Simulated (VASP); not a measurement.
Consider the following.

```xyz
2
Lattice="3.1968 0.0000 0.0000 0.0000 3.0925 0.0000 0.0000 0.0000 3.2034" Properties=species:S:1:pos:R:3 pbc="T T T"
Zn     1.5984     1.5463     1.6017
Au     0.0804     0.0000     0.0000
```

These are PBE GGA, VASP's PBE PAW potentials (set 64) (plane waves; VASP) values and carry that method's errors. Settings: 400 eV cut-off, 10×11×10 Γ-centred mesh, second-order Methfessel-Paxton smearing of 0.50 eV, potentials Zn Au.

Question: Give the force on each atom (eV/Å).

Answer: 
```csv
atom,Fx,Fy,Fz
Zn1,0.286,0.000,0.000
Au2,-0.286,0.000,0.000
```

Question: Give the stress tensor in GPa (positive for a compressed cell).

Answer: 
```
2.43  0.00  0.00
0.00  3.12  0.00
0.00  0.00  2.72
```
The pressure is its mean diagonal, 2.75 GPa.

The compound is AuZn in the CsCl type structure. The cell was not relaxed at this level, atoms are displaced from their ideal sites. The run is one of a series of settings (ISMEAR = 2, SIGMA = 0.5 against the base run), some of them coarse on purpose. The electron count is odd and the run is not spin-polarised, which forces a metal.
